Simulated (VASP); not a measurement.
Wanted: the native input for a VASP 6.6.1 run.

* Task: relaxation of cell and atoms
* Functional: PBE
* Dispersion: D3(BJ)
* Potentials or basis: VASP PAW PBE potentials, release 64 (Zr_sv, B)
* Cutoff: 600 eV
* k mesh: 15 × 15 × 10
* Occupations: methfessel-paxton, width 0.1 eV
* Spin: no spin polarisation
* Further INCAR settings: ALGO = Normal; EDIFF = 1e-06; IBRION = 2; EDIFFG = -0.01; NSW = 90; ISIF = 3

The structure of ZrB2 lies in POSCAR:

```
ZrB2
1.0
    3.1700000000      0.0000000000      0.0000000000
   -1.5850000000      2.7453005300      0.0000000000
    0.0000000000      0.0000000000      3.5330000000
Zr B
1 2
Direct
    0.0000000000      0.0000000000      0.0000000000
    0.3333333333      0.6666666667      0.5000000000
    0.6666666667      0.3333333333      0.5000000000
```

The input as run:

INCAR

```
ALGO = Normal
EDIFF = 1E-6
EDIFFG = -0.01
ENCUT = 600
GGA = PE
IBRION = 2
ISIF = 3
ISMEAR = 1
IVDW = 12
LASPH = T
LCHARG = F
LREAL = F
LWAVE = F
NELM = 80
NSW = 90
PREC = Accurate
SIGMA = 0.1
```

KPOINTS

```
k-points
0
Gamma
  15 15 10
```

Potentials or basis: VASP PAW PBE potentials, release 64 (Zr_sv, B).

Launch:

```bash
$ cat potpaw_PBE.64/Zr_sv/POTCAR potpaw_PBE.64/B/POTCAR > POTCAR
$ mpirun -np 1 vasp_std > vasp.out
```

It gave:

```json
{
 "Relaxed volume": "10.03 Å³/atom",
 "Relaxed cell": "a = 3.146 Å, b = 3.146 Å, c = 3.509 Å, α = 90.00°, β = 90.00°, γ = 120.00°",
 "Space group after relaxing (to 0.05 Å)": "P6/mmm (No. 191)",
 "Energy gained by relaxing": "3.8 meV/atom",
 "Ionic steps": "3",
 "Pressure after relaxing": "0.0 GPa",
 "Band gap on the k mesh": "none (metal or under the smearing width)",
 "Dispersion energy per atom": "-0.399 eV"
}
```

Caveat: pairwise dispersion overbinds metals, which lowers pressure and volume.

Run time: 82 s on 1 thread of Intel(R) Xeon(R) 6975P-C (Granite Rapids), with other jobs on the host, peak memory 0.24 GiB.
